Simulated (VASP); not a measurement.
Set up this calculation in VASP 6.6.1, as the native input.

- Task: relaxation of the atoms
- Functional: PBE
- Potentials or basis: VASP PAW PBE potentials, release 64 (In_d, P)
- Cutoff: 520 eV
- k mesh: 8 × 6 × 8
- Occupations: gaussian, width 0.02 eV
- Spin: no spin polarisation
- Dipole correction: no
- Further INCAR settings: ALGO = Fast; EDIFF = 1e-06; IBRION = 2; EDIFFG = -0.005; NSW = 80

The structure of InP lies in POSCAR:

```
InP
1.0
    4.2142065843      0.0000000000      0.0000000000
    0.0000000000      5.9597881062      0.0000000000
    0.0000000000      0.0000000000      4.2142065843
In P
2 2
Direct
    0.0000000000      0.0000000000      0.0000000000
    0.5000000000      0.5000000000      0.5000000000
    0.0000000000      0.2500000000      0.5000000000
    0.5000000000      0.7500000000      0.0000000000
```

The cell was built by a generator and isn't the measured one.

These files were run (other wordings do the same):

INCAR

```
SYSTEM = InP
ALGO     = Fast           ! electronic algorithm
EDIFF    = 1E-6           ! SCF threshold, eV
EDIFFG   = -0.005         ! ionic threshold
ENCUT    = 520            ! plane-wave cutoff, eV
GGA      = PE             ! functional
IBRION   = 2              ! ionic algorithm
ISIF     = 2              ! what is computed and relaxed
ISMEAR   = 0              ! smearing method
LASPH    = .TRUE.         ! aspherical terms in the spheres
LCHARG   = .FALSE.        ! write CHGCAR
LREAL    = .FALSE.        ! projectors in reciprocal space
LWAVE    = .FALSE.        ! write WAVECAR
NELM     = 100            ! most SCF steps
NSW      = 80             ! ionic steps
PREC     = Accurate       ! precision mode
SIGMA    = 0.02           ! smearing width, eV
```

KPOINTS

```
k-points
0
G
  8 6 8
  0 0 0
```

Potentials or basis: VASP PAW PBE potentials, release 64 (In_d, P).

The run is started by

```console
$ cat potpaw_PBE.64/In_d/POTCAR potpaw_PBE.64/P/POTCAR > POTCAR
$ mpirun -np 1 vasp_std > vasp.out
```

Results of the run:

```yaml
Pressure_after_relaxing: 0.0 GPa
Band_gap_on_the_k_mesh: 0.44 eV
```

Caveat: the relaxation stopped at its first step, so nothing moved; spin-orbit coupling is left out, which moves the levels of the heavy elements.

It took 95 s on 1 thread of Intel(R) Xeon(R) 6975P-C (Granite Rapids), with other jobs on the host, peak memory 0.29 GiB.
